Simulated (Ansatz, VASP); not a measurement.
**ZrPbSe3 in two plane-wave programs**

Aim: how closely do two programs agree when they are given the same cell, functional and k mesh? The cell is generated by rule, not measured, and may not be a known phase. The cell is taken from a series of runs on this material, whose earlier steps may have relaxed, scaled, displaced or heated it; both programs get it as it stands.

Main program and level: Ansatz 0.2.0; plane waves, with VASP 6.6.1 beside it; zone-centre phonons at LDA.

The structure was built from a prototype and need not be the compound's stable phase.

**1. Starting point**

The structure is cubic, space group Pm-3m (No. 221). The conventional cell has a = 5.117 Å, b = 5.117 Å, c = 5.117 Å, α = 90.00°, β = 90.00°, γ = 90.00°. Pb has 12 Se at 3.62 Å nearest. Nearest to Zr lie 6 Se at 2.56 Å. Se has 2 Zr at 2.56 Å nearest. Farther neighbours and most contacts between anions are not listed.

**2. VASP: zone-centre phonons, LDA**

Second derivatives magnify differences that forces hide, and they need a tight electronic threshold.

Lines of VASP's logs that name or quote its potential files are left out, and so is its time.

INCAR reads:

```
SYSTEM = ZrPbSe3
PREC = Accurate
ENCUT = 500
EDIFF = 1E-08
NELM = 120
ISMEAR = 0
SIGMA = 0.02721
LREAL = .FALSE.
ALGO = Normal
GGA = CA
NBANDS = 28
LASPH = .TRUE.
LORBIT = 11
LWAVE = .FALSE.
LCHARG = .FALSE.
ISIF = 2
IBRION = 8
GGA_COMPAT = .FALSE.
KPAR = 2
```

POSCAR reads:

```
ZrPbSe3
1.0
    5.1174824320      0.0000000000      0.0000000000
    0.0000000000      5.1174824320      0.0000000000
    0.0000000000      0.0000000000      5.1174824320
Pb Zr Se
1 1 3
Direct
    0.0000000000      0.0000000000      0.0000000000
    0.5000000000      0.5000000000      0.5000000000
    0.5000000000      0.5000000000      0.0000000000
    0.5000000000      0.0000000000      0.5000000000
    0.0000000000      0.5000000000      0.5000000000
```

KPOINTS reads:

```
Automatic mesh
0
Gamma
6 6 6
0 0 0
```

The projector-augmented-wave data sets are Pb_d, Zr_sv and Se (LDA family, release 64).

Launch:

```bash
$ mpirun -np 2 vasp_std
```

The program printed:

```text
[banner, memory and clock lines left out]
running    2 mpi-ranks, on    1 nodes
 distrk:  each k-point on    1 cores,    2 groups
 distr:  one band on    1 cores,    1 groups

 POSCAR found type information on POSCAR PbZrSe
 POSCAR found :  3 types and       5 ions
 LDA part: xc-table for (Slater(with rela. corr.)+CA(PZ))
 , standard interpolation
 POSCAR, INCAR and KPOINTS ok, starting setup
 FFT: planning ... GRIDC
 FFT: planning ... GRID_SOFT
 FFT: planning ... GRID
 WAVECAR not read
 entering main loop
       N       E                     dE             d eps       ncg     rms          rms(c)
DAV:   1     0.424938838927E+03    0.42494E+03   -0.19733E+04  1120   0.146E+03
DAV:   2     0.203872650315E+02   -0.40455E+03   -0.39169E+03  1180   0.389E+02
DAV:   3    -0.286783555557E+02   -0.49066E+02   -0.47040E+02  1800   0.133E+02
DAV:   4    -0.317770416826E+02   -0.30987E+01   -0.30853E+01  1648   0.264E+01
DAV:   5    -0.319410674640E+02   -0.16403E+00   -0.16391E+00  1768   0.472E+00    0.172E+01
DAV:   6    -0.295416296051E+02    0.23994E+01   -0.63112E+00  1252   0.129E+01    0.723E+00
DAV:   7    -0.293432473837E+02    0.19838E+00   -0.98155E-01  1812   0.465E+00    0.357E+00
DAV:   8    -0.293194358082E+02    0.23812E-01   -0.16856E-01  1296   0.200E+00    0.981E-01
DAV:   9    -0.293242230369E+02   -0.47872E-02   -0.12680E-01  1312   0.198E+00    0.599E-01
DAV:  10    -0.293103837251E+02    0.13839E-01   -0.23131E-02  1280   0.830E-01    0.232E-01
DAV:  11    -0.293119864288E+02   -0.16027E-02   -0.19113E-02  1372   0.552E-01    0.314E-01
DAV:  12    -0.293103450378E+02    0.16414E-02   -0.18343E-03  1432   0.210E-01    0.202E-01
DAV:  13    -0.293095841795E+02    0.76086E-03   -0.11429E-03  1356   0.153E-01    0.815E-02
DAV:  14    -0.293094096485E+02    0.17453E-03   -0.24616E-04  1736   0.719E-02    0.380E-02
DAV:  15    -0.293093882380E+02    0.21410E-04   -0.37058E-05  1528   0.239E-02    0.236E-02
DAV:  16    -0.293093889817E+02   -0.74368E-06   -0.21151E-06  1420   0.979E-03    0.207E-02
DAV:  17    -0.293093776399E+02    0.11342E-04   -0.26759E-05  1388   0.230E-02    0.607E-03
DAV:  18    -0.293093776118E+02    0.28045E-07   -0.19786E-06  1468   0.747E-03    0.229E-03
DAV:  19    -0.293093775515E+02    0.60306E-07   -0.95675E-08  1600   0.158E-03    0.168E-03
DAV:  20    -0.293093774674E+02    0.84092E-07   -0.14509E-07  1160   0.149E-03    0.136E-04
DAV:  21    -0.293093774687E+02   -0.13247E-08   -0.83449E-09   796   0.479E-04
   1 F= -.29309377E+02 E0= -.29308332E+02  d E =-.209084E-02
 Linear response reoptimize wavefunctions to high precision
DAV:   1    -0.293093774688E+02   -0.57298E-10   -0.14529E-09   728   0.257E-04
DAV:   2    -0.293093774688E+02    0.13642E-11   -0.46009E-10   676   0.130E-04
 Linear response DOF=           4
 Linear response progress:
  Degree of freedom:   1/  4
       N       E                     dE             d eps       ncg     rms          rms(c)
RMM:   1    -0.340408793760E+00   -0.34041E+00   -0.26908E-01  3080   0.331E+00
RMM:   2    -0.342624625703E+00   -0.22158E-02   -0.70808E-03  3435   0.467E-01    0.433E-02
RMM:   3    -0.342333191327E+00    0.29143E-03   -0.57575E-04  3574   0.125E-01    0.248E-02
RMM:   4    -0.341920038627E+00    0.41315E-03   -0.59756E-05  3682   0.454E-02    0.433E-03
RMM:   5    -0.341886428170E+00    0.33610E-04   -0.11085E-05  4163   0.168E-02    0.265E-03
RMM:   6    -0.341913349745E+00   -0.26922E-04   -0.21526E-06  4135   0.704E-03    0.681E-04
RMM:   7    -0.341916548652E+00   -0.31989E-05   -0.83789E-07  4336   0.347E-03    0.306E-04
RMM:   8    -0.341916159109E+00    0.38954E-06   -0.51441E-07  4484   0.186E-03    0.211E-04
RMM:   9    -0.341918354289E+00   -0.21952E-05    0.87120E-08  4798   0.948E-04    0.771E-05
RMM:  10    -0.341918614647E+00   -0.26036E-06   -0.16478E-07  4910   0.543E-04    0.244E-05
RMM:  11    -0.341918438214E+00    0.17643E-06   -0.37951E-08  5048   0.319E-04    0.708E-06
RMM:  12    -0.341918467846E+00   -0.29631E-07   -0.11812E-07  5119   0.198E-04    0.454E-06
RMM:  13    -0.341918494534E+00   -0.26688E-07    0.16451E-08  5189   0.131E-04    0.428E-06
RMM:  14    -0.341918523581E+00   -0.29048E-07    0.37640E-09  4947   0.952E-05    0.216E-06
RMM:  15    -0.341918550313E+00   -0.26732E-07    0.16163E-08  5048   0.693E-05    0.202E-06
RMM:  16    -0.341918543542E+00    0.67715E-08   -0.50826E-11  4831   0.534E-05    0.213E-06
 first order change of Fermi-energy   0.12140E-03
 force on displaced ion       1 direction 1 :   2.788   0.000  -0.000
 Linear response progress:
  Degree of freedom:   2/  4
       N       E                     dE             d eps       ncg     rms          rms(c)
RMM:   1    -0.748630768726E+00   -0.74863E+00    0.34131E+00  2888   0.102E+01
RMM:   2    -0.694026487273E+00    0.54604E-01   -0.25359E-01  3769   0.194E+00    0.210E-01
RMM:   3    -0.697843235912E+00   -0.38167E-02   -0.49383E-02  4196   0.570E-01    0.817E-02
RMM:   4    -0.699745270371E+00   -0.19020E-02   -0.47002E-03  4572   0.195E-01    0.488E-02
RMM:   5    -0.699963395955E+00   -0.21813E-03   -0.80818E-04  4588   0.856E-02    0.224E-02
RMM:   6    -0.699889761150E+00    0.73635E-04   -0.20314E-04  4965   0.422E-02    0.737E-03
RMM:   7    -0.699879425954E+00    0.10335E-04   -0.63340E-05  5040   0.205E-02    0.356E-03
RMM:   8    -0.699886443112E+00   -0.70172E-05   -0.31684E-05  5100   0.118E-02    0.149E-03
RMM:   9    -0.699905440257E+00   -0.18997E-04   -0.17554E-05  5066   0.763E-03    0.370E-04
RMM:  10    -0.699907489944E+00   -0.20497E-05   -0.13365E-05  5443   0.523E-03    0.316E-04
RMM:  11    -0.699913227989E+00   -0.57380E-05   -0.21540E-06  5207   0.402E-03    0.925E-05
RMM:  12    -0.699913161190E+00    0.66799E-07   -0.37112E-07  5432   0.322E-03    0.147E-04
RMM:  13    -0.699913166634E+00   -0.54441E-08    0.33415E-06  5543   0.266E-03    0.234E-04
RMM:  14    -0.699913418065E+00   -0.25143E-06    0.24653E-06  5473   0.228E-03    0.309E-04
RMM:  15    -0.699914070946E+00   -0.65288E-06    0.17127E-06  5338   0.200E-03    0.340E-04
RMM:  16    -0.699915500898E+00   -0.14300E-05    0.20050E-06  5078   0.179E-03    0.313E-04
RMM:  17    -0.699916368666E+00   -0.86777E-06    0.23304E-06  5339   0.159E-03    0.312E-04
 first order change of Fermi-energy   0.34120E-03
 force on displaced ion       2 direction 1 :  -4.143   0.000  -0.000
 Linear response progress:
  Degree of freedom:   3/  4
       N       E                     dE             d eps       ncg     rms          rms(c)
RMM:   1    -0.935870577981E-01   -0.93587E-01    0.27445E-02  7070   0.918E-01
RMM:   2    -0.900033210305E-01    0.35837E-02   -0.63371E-03  6543   0.303E-01    0.530E-02
RMM:   3    -0.903450347959E-01   -0.34171E-03   -0.95133E-04  6662   0.123E-01    0.256E-02
RMM:   4    -0.906822835987E-01   -0.33725E-03   -0.23660E-04  6582   0.484E-02    0.898E-03
RMM:   5    -0.907469968617E-01   -0.64713E-04   -0.70410E-05  7505   0.210E-02    0.694E-03
RMM:   6    -0.907599252620E-01   -0.12928E-04   -0.20743E-05  7304   0.894E-03    0.200E-03
RMM:   7    -0.907647555034E-01   -0.48302E-05   -0.21113E-06  7481   0.433E-03    0.147E-03
RMM:   8    -0.907656580040E-01   -0.90250E-06    0.77919E-06  7719   0.230E-03    0.802E-04
RMM:   9    -0.907660762641E-01   -0.41826E-06    0.14538E-05  7889   0.134E-03    0.664E-04
RMM:  10    -0.907672739371E-01   -0.11977E-05    0.84590E-06  7119   0.997E-04    0.837E-05
RMM:  11    -0.907673860343E-01   -0.11210E-06    0.11427E-05  8172   0.611E-04    0.102E-04
RMM:  12    -0.907674894631E-01   -0.10343E-06    0.27069E-06  8340   0.420E-04    0.455E-05
RMM:  13    -0.907676376059E-01   -0.14814E-06    0.49412E-06  7898   0.294E-04    0.442E-05
RMM:  14    -0.907677705041E-01   -0.13290E-06    0.17470E-06  7544   0.216E-04    0.891E-06
RMM:  15    -0.907678557192E-01   -0.85215E-07    0.22747E-06  8114   0.157E-04    0.292E-06
RMM:  16    -0.907678423346E-01    0.13385E-07    0.97282E-07  7797   0.113E-04    0.871E-06
RMM:  17    -0.907678643884E-01   -0.22054E-07    0.10901E-06  7291   0.859E-05    0.110E-05
RMM:  18    -0.907678243559E-01    0.40033E-07    0.55127E-07  7097   0.671E-05    0.265E-05
RMM:  19    -0.907678614660E-01   -0.37110E-07    0.51515E-07  6974   0.538E-05    0.181E-05
RMM:  20    -0.907678806027E-01   -0.19137E-07    0.39848E-07  7301   0.426E-05    0.147E-05
RMM:  21    -0.907678954407E-01   -0.14838E-07    0.33157E-07  7047   0.345E-05    0.133E-05
RMM:  22    -0.907679050097E-01   -0.95690E-08    0.26258E-07  6958   0.291E-05    0.112E-05
RMM:  23    -0.907679061002E-01   -0.10905E-08    0.18018E-07  6140   0.245E-05    0.126E-05
 first order change of Fermi-energy  -0.89663E-04
 force on displaced ion       3 direction 1 :   1.450   0.000   0.000
 Linear response progress:
  Degree of freedom:   4/  4
       N       E                     dE             d eps       ncg     rms          rms(c)
RMM:   1    -0.101204965771E+00   -0.10120E+00    0.11255E-02  4776   0.109E+00
RMM:   2    -0.944425682479E-01    0.67624E-02   -0.14818E-02  4314   0.339E-01    0.114E-01
RMM:   3    -0.951655977317E-01   -0.72303E-03   -0.31315E-03  4208   0.172E-01    0.691E-02
RMM:   4    -0.956440346263E-01   -0.47844E-03   -0.94812E-04  4278   0.953E-02    0.209E-02
RMM:   5    -0.957571599199E-01   -0.11313E-03   -0.24965E-04  4617   0.457E-02    0.864E-03
RMM:   6    -0.958107234916E-01   -0.53564E-04   -0.70832E-05  4816   0.211E-02    0.487E-03
RMM:   7    -0.958225085903E-01   -0.11785E-04   -0.15268E-05  4655   0.103E-02    0.184E-03
RMM:   8    -0.958140045886E-01    0.85040E-05   -0.74032E-05  4748   0.568E-03    0.546E-04
RMM:   9    -0.958175733113E-01   -0.35687E-05   -0.77768E-05  5109   0.320E-03    0.415E-04
RMM:  10    -0.958192806219E-01   -0.17073E-05   -0.38864E-05  5068   0.197E-03    0.229E-04
RMM:  11    -0.958202876196E-01   -0.10070E-05   -0.30336E-05  5138   0.126E-03    0.133E-04
RMM:  12    -0.958205164641E-01   -0.22884E-06   -0.17267E-05  5260   0.861E-04    0.933E-05
RMM:  13    -0.958214095446E-01   -0.89308E-06   -0.16195E-05  4623   0.629E-04    0.371E-05
RMM:  14    -0.958210823321E-01    0.32721E-06   -0.91055E-06  4883   0.421E-04    0.696E-05
[...]
RMM:  22    -0.958218918894E-01   -0.49202E-08   -0.63387E-07  4672   0.389E-05    0.835E-06
RMM:  23    -0.958218715742E-01    0.20315E-07   -0.51528E-07  4402   0.323E-05    0.140E-05
RMM:  24    -0.958219073545E-01   -0.35780E-07   -0.34890E-07  4466   0.287E-05    0.102E-05
RMM:  25    -0.958219214224E-01   -0.14068E-07   -0.27752E-07  4487   0.232E-05    0.975E-06
RMM:  26    -0.958219324608E-01   -0.11038E-07   -0.18684E-07  4444   0.202E-05    0.925E-06
RMM:  27    -0.958219550139E-01   -0.22553E-07   -0.11314E-07  4506   0.192E-05    0.644E-06
RMM:  28    -0.958219740737E-01   -0.19060E-07   -0.11493E-07  4515   0.176E-05    0.420E-06
RMM:  29    -0.958219815527E-01   -0.74790E-08    0.32693E-09  4133   0.152E-05    0.390E-06
 first order change of Fermi-energy  -0.56685E-03
 force on displaced ion       3 direction 3 :   0.000   0.000 -13.426
 Linear response finished
```

(Part 1 of 2 ends here.)

[Lines on the potential files, build, host, timing and source positions are cut from VASP's logs without a mark.]

[Logs are printed without paths, hosts, clocks, repeated set-up lines and the standing remarks that a program may print on its own settings, such as how far it seeks lower states.]

[Hosts, paths, dates, database ids (printed as entryN), source tags and the programs' standing remarks are cut or masked in the printed files.]
